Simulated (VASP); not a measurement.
Here is the system:

```
CELL_PARAMETERS angstrom
      3.97946     0.00000     0.00000
      0.00000     3.97946     0.00000
      0.00000     0.00000     3.97946
ATOMIC_POSITIONS crystal
  K  0.00000 0.00000 0.00000
  Zn 0.50000 0.50000 0.50000
  F  0.50000 0.00000 0.50000
  F  0.00000 0.50000 0.50000
  F  0.50000 0.50000 0.00000
```

All values below come from LDA (Ceperley-Alder, Perdew-Zunger), VASP's LDA PAW potentials (set 64) (plane waves; VASP). Run with 520 eV cut-off, 6×6×6 Γ-centred mesh, tetrahedra with Blöchl corrections, potentials K_sv Zn F.

The cores are frozen, which limits the accuracy of field gradients.

**Question.** Give the principal components of the electric field gradient (V/Å²) and the asymmetry η at each nucleus.

**Answer.** 
```tsv
atom	Vxx	Vyy	Vzz	η
K1	0.0	0.0	0.0	-
Zn2	0.0	0.0	0.0	-
F3	-48.9	-48.9	97.7	0.00
F4	-48.9	-48.9	97.7	0.00
F5	-48.9	-48.9	97.7	0.00
```

The compound is KZnF3 in the cubic perovskite structure. It was relaxed first, which changed the volume by -5 %.
